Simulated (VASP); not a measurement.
Computed with PBEsol GGA, VASP's PBE PAW potentials (set 64) (plane waves; VASP).

The input files of a VASP run:

**INCAR**
```
SYSTEM = Zr2N
PREC = Accurate; ENCUT = 400; LREAL = .False.
LASPH = .True.
EDIFF = 1E-6; NELM = 100; ALGO = Normal
LMAXMIX = 4
ISMEAR = 0; SIGMA = 0.05
GGA = PS
ISIF = 2
LWAVE = .False.; LCHARG = .False.
```

### POSCAR
```
Zr2N
1
    4.4863110000     0.0000000000     0.0000000000
   -2.2431550000     3.8852590000     0.0000000000
    0.0000000000     0.0000000000     5.4969630000
N Zr
2 4
Direct
  0.3343510000   0.6693860000   0.2568560000
  0.6717650000   0.3371590000   0.7519320000
 -0.0059120000   0.0029040000  -0.0021640000
  0.0024170000   0.0019700000   0.4994880000
  0.3305340000   0.6559710000   0.7449510000
  0.6668440000   0.3326110000   0.2489360000
```

**KPOINTS**
```
Automatic mesh
0
Gamma
3 3 3
0 0 0
```

POTCAR, in this order: N Zr_sv (PBE.64 set). Program: vasp_std.

The resulting files:

**OUTCAR**
```
 ion  position               nearest neighbor table
   1  0.334  0.669  0.257-   6 2.58   6 2.59   6 2.60   5 2.68   5 2.81
   2  0.672  0.337  0.752-   5 2.56   5 2.57   5 2.65   6 2.73   6 2.77
   3  0.994  0.003  0.998-   4 2.74   4 2.76   5 2.89   6 2.90   5 2.93   6 2.95   6 2.96   5 3.00
  LATTYP: Found a hexagonal cell.
 ALAT       =     4.4863110000
 C/A-ratio  =     1.2252746187
 Subroutine PRICEL returns:
 Original cell was already a primitive cell.
 Subroutine GETGRP returns: Found  1 space group operations
The static configuration has the point symmetry C_1 .
The dynamic configuration has the point symmetry C_1 .
 Subroutine INISYM returns: Found  1 space group operations
 Subroutine IBZKPT returns following result:
 Found     14 irreducible k-points:

 Following reciprocal coordinates:
            Coordinates               Weight
  0.000000  0.000000  0.000000      1.000000
  0.333333  0.000000  0.000000      2.000000
  0.000000  0.333333  0.000000      2.000000
 -0.333333  0.333333  0.000000      2.000000
  0.333333  0.333333  0.000000      2.000000
  0.000000  0.000000  0.333333      2.000000
  0.333333  0.000000  0.333333      2.000000
  0.000000  0.333333  0.333333      2.000000
 -0.333333  0.333333  0.333333      2.000000
 -0.333333  0.000000  0.333333      2.000000
  0.000000 -0.333333  0.333333      2.000000
  0.333333 -0.333333  0.333333      2.000000
  0.333333  0.333333  0.333333      2.000000
 -0.333333 -0.333333  0.333333      2.000000
   k-points           NKPTS =     14   k-points in BZ     NKDIM =     14   number of bands    NBANDS=     34
   number of dos      NEDOS =    301   number of ions     NIONS =      6
   total plane-waves  NPLWV =  32400
   dimension x,y,z NGX =    30 NGY =   30 NGZ =   36
   dimension x,y,z NGXF=    60 NGYF=   60 NGZF=   72
   ions per type =               2   4
   PREC   = accura    normal or accurate (medium, high low for compatibility)
   ISTART =      0    job   : 0-new  1-cont  2-samecut
...
```

File OSZICAR:
```
       N       E                     dE             d eps       ncg     rms          rms(c)
DAV:   1     0.502079642818E+03    0.50208E+03   -0.27980E+04   952   0.143E+03
DAV:   2    -0.769483588945E+01   -0.50977E+03   -0.50297E+03  1082   0.437E+02
DAV:   3    -0.528368235951E+02   -0.45142E+02   -0.44503E+02  1568   0.993E+01
DAV:   4    -0.554806600699E+02   -0.26438E+01   -0.26144E+01  1440   0.221E+01
DAV:   5    -0.555969990097E+02   -0.11634E+00   -0.11497E+00  1396   0.396E+00    0.279E+01
DAV:   6    -0.524510235853E+02    0.31460E+01   -0.33500E+01  1260   0.226E+01    0.148E+01
DAV:   7    -0.518288166367E+02    0.62221E+00   -0.68755E+00  1198   0.951E+00    0.707E+00
DAV:   8    -0.517827939211E+02    0.46023E-01   -0.70481E-01  1454   0.463E+00    0.133E+00
DAV:   9    -0.517869703096E+02   -0.41764E-02   -0.26581E-01  1276   0.243E+00    0.969E-01
DAV:  10    -0.517799462292E+02    0.70241E-02   -0.94665E-02  1204   0.143E+00    0.500E-01
DAV:  11    -0.517804765303E+02   -0.53030E-03   -0.17464E-02  1216   0.800E-01    0.127E-01
DAV:  12    -0.517801953522E+02    0.28118E-03   -0.40621E-03  1280   0.373E-01    0.479E-02
DAV:  13    -0.517801642143E+02    0.31138E-04   -0.35793E-04  1320   0.100E-01    0.306E-02
DAV:  14    -0.517801531114E+02    0.11103E-04   -0.65982E-05  1336   0.422E-02    0.143E-02
DAV:  15    -0.517801554028E+02   -0.22914E-05   -0.73462E-06  1200   0.164E-02    0.207E-03
DAV:  16    -0.517801555018E+02   -0.99061E-07   -0.61529E-07   676   0.520E-03
   1 F= -.51780156E+02 E0= -.51771804E+02  d E =-.167031E-01
```

OUTCAR:
```
------------------------ aborting loop because EDIFF is reached ----------------------------------------
  FORCE on cell =-STRESS in cart. coord.  units (eV):
  Direction    XX          YY          ZZ          XY          YZ          ZX
  --------------------------------------------------------------------------------------
  Total       -8.3680406     -7.7018087     -9.7297027      0.1873625     -0.0679624      0.0040482
  in kB     -139.9272171   -128.7867387   -162.6964157      3.1330050     -1.1364421      0.0676928
  external PRESSURE =    -143.8034572 kB  Pullay stress =       0.0000000 kB
  volume of cell :       95.81
      direct lattice vectors                 reciprocal lattice vectors
     4.486311000  0.000000000  0.000000000     0.222900285  0.128691521  0.000000000
    -2.243155000  3.885259000  0.000000000     0.000000000  0.257383099  0.000000000
     0.000000000  0.000000000  5.496963000     0.000000000  0.000000000  0.181918634
 POSITION                                       TOTAL-FORCE (eV/Angst)
 -----------------------------------------------------------------------------------
     -0.00153      2.60074      1.41193        -0.024245     -0.030824      0.195178
      2.25745      1.30995      4.13334        -0.014961      0.150955      0.029858
      4.45327      0.01128      5.48507         0.201178     -0.168310      0.032152
      0.00642      0.00765      2.74567         0.030629     -0.158502     -0.165211
      0.01143      2.54862      4.09497        -0.111748      0.046382     -0.146781
      2.24557      1.29228      1.36839        -0.080852      0.160301      0.054804
 -----------------------------------------------------------------------------------
    total drift:                                0.000008      0.000187     -0.000282
  FREE ENERGIE OF THE ION-ELECTRON SYSTEM (eV)
  ---------------------------------------------------
  free  energy   TOTEN  =       -51.7801555018 eV

  energy  without entropy=      -51.7634523967  energy(sigma->0) =      -51.77180395
```
(Selected blocks of OUTCAR.)

At this cut-off the stress carries a Pulay error, which pulls relaxed volumes low.

The structure was generated: Zr2N was put into an ordered model structure, which need not be its known phase. The cell was not relaxed at this level, atoms are displaced from their ideal sites. The k-mesh is coarse (spacing up to 0.54 per Å, 2π included), so the numbers may not be converged in it. The run is one of a series of settings (GGA = PS against the base run), some of them coarse on purpose.
